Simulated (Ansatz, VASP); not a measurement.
# Cross-check of Al2Cu (Khatyrkite) between VASP and Ansatz, part 2 of 3

Wanted: the spread between two codes on one cell, functional and k mesh. The cell is taken from a series of runs on this material, whose earlier steps may have relaxed, scaled, displaced or heated it; both programs get it as it stands.

VASP 6.6.1 and Ansatz 0.2.0.

So far: Set-up; Ansatz: zone-centre phonons, PBE.

### 3. VASP: zone-centre phonons, PBE

Level of this step: PBE; plane waves and PAW (Al, Cu) (VASP).

The same cell, functional, mesh and smearing now go to VASP, with its own data sets.

Lines of VASP's logs that name or quote its potential files are left out, and so is its time.

INCAR

```
SYSTEM = Al2Cu
PREC = Accurate
ENCUT = 600
EDIFF = 1E-08
NELM = 120
ISMEAR = 1
SIGMA = 0.2
LREAL = .FALSE.
ALGO = Normal
GGA = PE
NBANDS = 23
LASPH = .TRUE.
LORBIT = 11
LWAVE = .FALSE.
LCHARG = .FALSE.
ISIF = 2
IBRION = 8
GGA_COMPAT = .FALSE.
KPAR = 2
```

POSCAR

```
Al2Cu
1.0
   -3.0414481649      3.0414481649      2.4163565168
    3.0414481649     -3.0414481649      2.4163565168
    3.0414481649      3.0414481649     -2.4163565168
Al Cu
4 2
Direct
    0.6575723575      0.1575723575      0.8151447150
    0.1575723575      0.3424276425      0.5000000000
    0.3424276425      0.8424276425      0.1848552850
    0.8424276425      0.6575723575      0.5000000000
    0.2500000000      0.2500000000      0.0000000000
    0.7500000000      0.7500000000      0.0000000000
```

KPOINTS

```
Automatic mesh
0
Gamma
6 6 6
0 0 0
```

The projector-augmented-wave data sets are Al and Cu (PBE family, release 64).

On the command line:

```console
> mpirun -np 2 vasp_std
```

What it wrote:

```text
[banner, memory and clock lines left out]
running    2 mpi-ranks, on    1 nodes
 distrk:  each k-point on    1 cores,    2 groups
 distr:  one band on    1 cores,    1 groups

 POSCAR found type information on POSCAR AlCu
 POSCAR found :  2 types and       6 ions
 LDA part: xc-table for (Slater+PW92), standard interpolation
 POSCAR, INCAR and KPOINTS ok, starting setup
 FFT: planning ... GRIDC
 FFT: planning ... GRID_SOFT
 FFT: planning ... GRID
 WAVECAR not read
 entering main loop
       N       E                     dE             d eps       ncg     rms          rms(c)
DAV:   1     0.194128883779E+03    0.19413E+03   -0.15119E+04  1380   0.185E+03
DAV:   2    -0.159973534933E+02   -0.21013E+03   -0.20118E+03  1380   0.329E+02
DAV:   3    -0.278043519075E+02   -0.11807E+02   -0.11222E+02  1928   0.101E+02
DAV:   4    -0.280905324833E+02   -0.28618E+00   -0.28533E+00  2017   0.133E+01
DAV:   5    -0.280952293048E+02   -0.46968E-02   -0.46958E-02  2051   0.161E+00    0.214E+01
DAV:   6    -0.337452117057E+02   -0.56500E+01   -0.13550E+02  1701   0.316E+02    0.182E+01
DAV:   7    -0.239866716285E+02    0.97585E+01   -0.32819E+01  1692   0.122E+02    0.480E+00
DAV:   8    -0.234393069715E+02    0.54736E+00   -0.33813E+00  2190   0.398E+01    0.101E+00
DAV:   9    -0.234251366119E+02    0.14170E-01   -0.21553E-01  2230   0.403E+00    0.576E-01
DAV:  10    -0.234330576231E+02   -0.79210E-02   -0.20330E-02  2215   0.342E+00    0.784E-01
DAV:  11    -0.234214019949E+02    0.11656E-01   -0.40087E-02  2122   0.568E+00    0.115E-01
DAV:  12    -0.234215736929E+02   -0.17170E-03   -0.25831E-03  2085   0.339E-01    0.626E-02
DAV:  13    -0.234216073306E+02   -0.33638E-04   -0.58188E-05  2284   0.172E-01    0.547E-02
DAV:  14    -0.234215580015E+02    0.49329E-04   -0.15755E-04  2170   0.359E-01    0.464E-03
DAV:  15    -0.234215589376E+02   -0.93612E-06   -0.12001E-05  2147   0.260E-02    0.311E-03
DAV:  16    -0.234215588545E+02    0.83173E-07   -0.22785E-07  2210   0.106E-02    0.222E-03
DAV:  17    -0.234215587615E+02    0.92924E-07   -0.26190E-07  2202   0.108E-02    0.298E-04
DAV:  18    -0.234215587597E+02    0.18272E-08   -0.17482E-08  1106   0.100E-03
   1 F= -.23421559E+02 E0= -.23418463E+02  d E =-.928768E-02
 Linear response reoptimize wavefunctions to high precision
DAV:   1    -0.234215587425E+02    0.17188E-07   -0.10372E-08  1545   0.265E-03
DAV:   2    -0.234215587426E+02   -0.98225E-10   -0.63821E-10   991   0.220E-04
 Linear response DOF=           4
 Linear response progress:
  Degree of freedom:   1/  4
       N       E                     dE             d eps       ncg     rms          rms(c)
RMM:   1    -0.967841502293E-02   -0.96784E-02    0.10515E-02  5604   0.106E+00
RMM:   2    -0.773541230360E-02    0.19430E-02   -0.90669E-04  3827   0.539E-01    0.576E-02
RMM:   3    -0.783696149588E-02   -0.10155E-03   -0.92907E-04  4995   0.212E-01    0.265E-02
RMM:   4    -0.789275292816E-02   -0.55791E-04   -0.14110E-04  4255   0.135E-01    0.219E-02
RMM:   5    -0.790625678807E-02   -0.13504E-04   -0.31852E-05  3997   0.779E-02    0.109E-02
RMM:   6    -0.792426379209E-02   -0.18007E-04   -0.27504E-05  5293   0.294E-02    0.601E-03
RMM:   7    -0.791119702441E-02    0.13067E-04   -0.26248E-06  4983   0.123E-02    0.282E-03
RMM:   8    -0.791460668022E-02   -0.34097E-05   -0.11145E-06  5389   0.414E-03    0.887E-04
RMM:   9    -0.791684027337E-02   -0.22336E-05   -0.20786E-07  5113   0.187E-03    0.768E-04
RMM:  10    -0.791651013863E-02    0.33013E-06    0.31450E-08  5455   0.677E-04    0.230E-04
RMM:  11    -0.791654871468E-02   -0.38576E-07    0.11194E-08  5369   0.190E-04    0.355E-05
RMM:  12    -0.791656922951E-02   -0.20515E-07   -0.34627E-10  5472   0.629E-05    0.340E-05
RMM:  13    -0.791655820324E-02    0.11026E-07   -0.25383E-09  5481   0.276E-05    0.943E-06
RMM:  14    -0.791655288096E-02    0.53223E-08    0.92640E-10  5368   0.103E-05    0.971E-06
 first order change of Fermi-energy   0.15097E+00
 force on displaced ion       1 direction 1 :  -5.073   0.686   0.000
 Linear response progress:
  Degree of freedom:   2/  4
       N       E                     dE             d eps       ncg     rms          rms(c)
RMM:   1    -0.882888657203E-02   -0.88289E-02    0.15154E-02  6612   0.791E-01
RMM:   2    -0.739051837643E-02    0.14384E-02   -0.34020E-04  3802   0.448E-01    0.503E-02
RMM:   3    -0.751066158964E-02   -0.12014E-03   -0.70502E-04  5209   0.160E-01    0.221E-02
RMM:   4    -0.755799571658E-02   -0.47334E-04   -0.70694E-05  5069   0.508E-02    0.124E-02
RMM:   5    -0.757430390909E-02   -0.16308E-04   -0.11417E-05  5245   0.155E-02    0.456E-03
RMM:   6    -0.756498012201E-02    0.93238E-05   -0.99070E-07  5087   0.703E-03    0.125E-03
RMM:   7    -0.756744899194E-02   -0.24689E-05   -0.21783E-07  5302   0.252E-03    0.520E-04
RMM:   8    -0.756797282483E-02   -0.52383E-06   -0.36366E-08  4946   0.947E-04    0.387E-04
RMM:   9    -0.756802206393E-02   -0.49239E-07   -0.92257E-09  4493   0.537E-04    0.224E-04
RMM:  10    -0.756802297801E-02   -0.91408E-09   -0.78132E-09  5330   0.206E-04    0.273E-05
 first order change of Fermi-energy   0.16930E-04
 force on displaced ion       1 direction 3 :  -0.002  -0.002  -4.083
 Linear response progress:
  Degree of freedom:   3/  4
       N       E                     dE             d eps       ncg     rms          rms(c)
RMM:   1    -0.244482476691E+00   -0.24448E+00   -0.12486E-01  4931   0.337E+00
RMM:   2    -0.242498834844E+00    0.19836E-02   -0.49805E-03  3805   0.106E+00    0.144E-01
RMM:   3    -0.242648641767E+00   -0.14981E-03   -0.10323E-03  4641   0.268E-01    0.937E-02
RMM:   4    -0.243155868933E+00   -0.50723E-03   -0.49249E-04  4906   0.152E-01    0.179E-02
RMM:   5    -0.242998899547E+00    0.15697E-03   -0.31090E-05  4880   0.366E-02    0.656E-03
RMM:   6    -0.243009481616E+00   -0.10582E-04   -0.20232E-06  4688   0.929E-03    0.207E-03
RMM:   7    -0.243001011301E+00    0.84703E-05   -0.32934E-07  4172   0.708E-03    0.127E-03
RMM:   8    -0.242992865726E+00    0.81456E-05   -0.57648E-08  4310   0.364E-03    0.452E-04
RMM:   9    -0.242988487548E+00    0.43782E-05   -0.40122E-08  5368   0.148E-03    0.188E-04
RMM:  10    -0.242988142757E+00    0.34479E-06   -0.36212E-09  5364   0.442E-04    0.159E-04
RMM:  11    -0.242987149879E+00    0.99288E-06   -0.21276E-09  5133   0.211E-04    0.434E-05
RMM:  12    -0.242987654179E+00   -0.50430E-06   -0.11623E-09  4645   0.113E-04    0.216E-05
RMM:  13    -0.242987681421E+00   -0.27242E-07   -0.40906E-10  5388   0.553E-05    0.614E-06
RMM:  14    -0.242987657230E+00    0.24191E-07   -0.22771E-10  5477   0.271E-05    0.490E-06
RMM:  15    -0.242987644328E+00    0.12903E-07   -0.32986E-10  5535   0.169E-05    0.181E-06
RMM:  16    -0.242987657896E+00   -0.13568E-07   -0.43265E-10  4968   0.146E-05    0.130E-06
RMM:  17    -0.242987654287E+00    0.36081E-08   -0.28400E-10  3747   0.133E-05    0.231E-07
 first order change of Fermi-energy  -0.38635E-04
 force on displaced ion       5 direction 1 :  -5.452   0.000   0.000
 Linear response progress:
  Degree of freedom:   4/  4
       N       E                     dE             d eps       ncg     rms          rms(c)
RMM:   1    -0.245621195670E+00   -0.24562E+00   -0.13413E-01  2596   0.351E+00
RMM:   2    -0.242332840786E+00    0.32884E-02   -0.41439E-03  1973   0.122E+00    0.148E-01
RMM:   3    -0.242517521085E+00   -0.18468E-03   -0.11894E-03  2484   0.289E-01    0.945E-02
RMM:   4    -0.242960678091E+00   -0.44316E-03   -0.50617E-04  2460   0.162E-01    0.178E-02
RMM:   5    -0.242863258260E+00    0.97420E-04   -0.30145E-05  2479   0.371E-02    0.671E-03
RMM:   6    -0.242852426026E+00    0.10832E-04   -0.18441E-06  2387   0.113E-02    0.201E-03
RMM:   7    -0.242843949921E+00    0.84761E-05    0.57589E-07  2284   0.774E-03    0.843E-04
RMM:   8    -0.242837718806E+00    0.62311E-05   -0.77347E-07  2568   0.391E-03    0.520E-04
RMM:   9    -0.242838075799E+00   -0.35699E-06   -0.12807E-07  2642   0.141E-03    0.184E-04
RMM:  10    -0.242837376540E+00    0.69926E-06   -0.61302E-08  2315   0.639E-04    0.154E-04
RMM:  11    -0.242837011907E+00    0.36463E-06   -0.38008E-08  2447   0.393E-04    0.138E-04
RMM:  12    -0.242836752528E+00    0.25938E-06    0.17311E-08  2606   0.233E-04    0.333E-05
RMM:  13    -0.242836799768E+00   -0.47241E-07    0.29229E-09  2670   0.139E-04    0.249E-05
RMM:  14    -0.242836785296E+00    0.14472E-07   -0.64845E-10  2699   0.553E-05    0.942E-06
RMM:  15    -0.242836824622E+00   -0.39326E-07   -0.55242E-10  2678   0.333E-05    0.430E-06
RMM:  16    -0.242836822268E+00    0.23543E-08   -0.26747E-10  2904   0.168E-05    0.379E-06
 first order change of Fermi-energy  -0.30929E-04
 force on displaced ion       5 direction 3 :   0.000   0.000 -11.598
 Linear response finished
```

[end of part 2 of 3]

[Lines on the potential files, build, host, timing and source positions are cut from VASP's logs without a mark.]

[Logs are printed without paths, hosts, clocks, repeated set-up lines and the standing remarks that a program may print on its own settings, such as how far it seeks lower states.]

[Hosts, paths, dates, database ids (printed as entryN), source tags and the programs' standing remarks are cut or masked in the printed files.]
